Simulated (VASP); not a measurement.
Energy against volume of SrTe (rock salt). Method: PW91 GGA, VASP's PBE PAW potentials (set 64) (plane waves; VASP). Numerical set-up: 520 eV cut-off, 7×7×7 Γ-centred mesh, Gaussian smearing of 0.050 eV, potentials Sr_sv Te.

```json
[
 {"V (Å³/atom)": "36.777", "E (eV/atom)": "-4.17662"},
 {"V (Å³/atom)": "37.914", "E (eV/atom)": "-4.18032"},
 {"V (Å³/atom)": "39.052", "E (eV/atom)": "-4.17704"},
 {"V (Å³/atom)": "40.189", "E (eV/atom)": "-4.16779"}
]
```

Problem. Fit these four points and predict the energy of the run at 35.639 Å³/atom.

Solution. A cubic in V^(−2/3), the third-order Birch-Murnaghan form, passes through the four points with V0 = 37.92 Å³/atom and B0 = 33 GPa, and gives -4.1648 eV/atom there. The run gave -4.1648 eV/atom, +0.0 meV/atom from the fit; all five points give B0 = 33 GPa.

The compound is SrTe in the rock salt structure. It was relaxed first.
